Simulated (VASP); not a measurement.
Runs of VASP 6.6.1 on KNi. Symmetry: P4/mmm, No. 123, tetragonal system. The conventional cell has a = 3.660 Å, b = 3.660 Å, c = 3.479 Å, α = 90.00°, β = 90.00°, γ = 90.00°. K (site symmetry 4/mmm) has 8 Ni at 3.12 Å and 2 K at 3.48 Å as nearest neighbours. Ni (site symmetry 4/mmm) is surrounded by 8 K at 3.12 Å and 2 Ni at 3.48 Å. The cell was built by a generator and needn't be a form met in nature.

```csv
spin,gap on the mesh (eV),pressure (GPa),moment (μB)
"collinear, antiferromagnetic start",none,5.7,0.00
"collinear, ferrimagnetic start",none,5.7,0.00
"collinear, ferromagnetic start",none,3.6,(a)
off,none,-0.1,-
"collinear, random start",none,5.7,0.00
```

Alike in all rows: task single point; level PBEsol+U; potentials or basis VASP PAW PBE potentials, release 64 (K_sv, Ni); Ni d U = 5 eV; cell as given; k mesh 4 × 4 × 6; cutoff (eV) 520; smearing fermi-dirac 0.05 eV.

Q: Estimate the missing entries.

A: (a) 1.91.

Caveats: the PAW data sets were made with another functional, which shifts forces and pressure a little; the U is typed as a test and isn't derived for this compound; U without spin polarisation on a metal has little footing (some runs).

A gap of «none» marks a metal or a gap under the smearing width.
